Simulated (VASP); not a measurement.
Wanted: the native input for a VASP 6.6.1 run.

| Item | Value |
| --- | --- |
| Task | single point |
| Functional | PBE |
| Potentials or basis | VASP PAW PBE potentials, release 64 (Mg, Zr_sv, O) |
| Cutoff | 520 eV |
| k mesh | 9 × 9 × 3 |
| Occupations | gaussian, width 0.15 eV |
| Spin | no spin polarisation |
| Further INCAR settings | PREC = Normal; LREAL = Auto; ALGO = Fast; EDIFF = 1e-05 |

The structure of MgZr2O3 lies in POSCAR:

```
MgZr2O3
1.0
    5.9989980000      0.0000000000      0.0000000000
   -1.4997490000      2.5976420000      0.0000000000
    0.0000000000      0.0000000000      8.6964200000
Mg Zr O
2 4 6
Direct
    0.0000000000      0.0000000000      0.0000000000
    0.5000000000      0.0000000000      0.0000000000
    0.3333335000      0.3333330000      0.6790940000
    0.8333335000      0.3333330000      0.6790940000
    0.1666665000      0.6666670000      0.3209060000
    0.6666665000      0.6666670000      0.3209060000
    0.1666665000      0.6666670000      0.8634250000
    0.6666665000      0.6666670000      0.8634250000
    0.3333335000      0.3333330000      0.1365750000
    0.8333335000      0.3333330000      0.1365750000
    0.0000000000      0.0000000000      0.5000000000
    0.5000000000      0.0000000000      0.5000000000
```

The cell was built by a generator and needn't be a form met in nature.

The input as run:

INCAR

```
ALGO = Fast ; EDIFF = 1E-5
ENCUT = 520 ; GGA = PE
ISIF = 2 ; ISMEAR = 0
LASPH = T ; LCHARG = F
LREAL = Auto ; LWAVE = F
NELM = 80 ; PREC = Normal
SIGMA = 0.15
```

KPOINTS

```
k-points
0
Gamma
  9 9 3
```

Potentials or basis: VASP PAW PBE potentials, release 64 (Mg, Zr_sv, O).

Run with:

```bash
$ cat potpaw_PBE.64/Mg/POTCAR potpaw_PBE.64/Zr_sv/POTCAR potpaw_PBE.64/O/POTCAR > POTCAR
$ mpirun -np 1 vasp_std > vasp.out
```

It gave:

The pressure is 0.2 GPa. The largest force is 0.017 eV/Å. The band gap on the k mesh is none (metal or under the smearing width).

It took 8.6 min on 1 thread of Intel(R) Xeon(R) Platinum 8488C (Sapphire Rapids), on a shared host, peak memory 0.4 GiB.
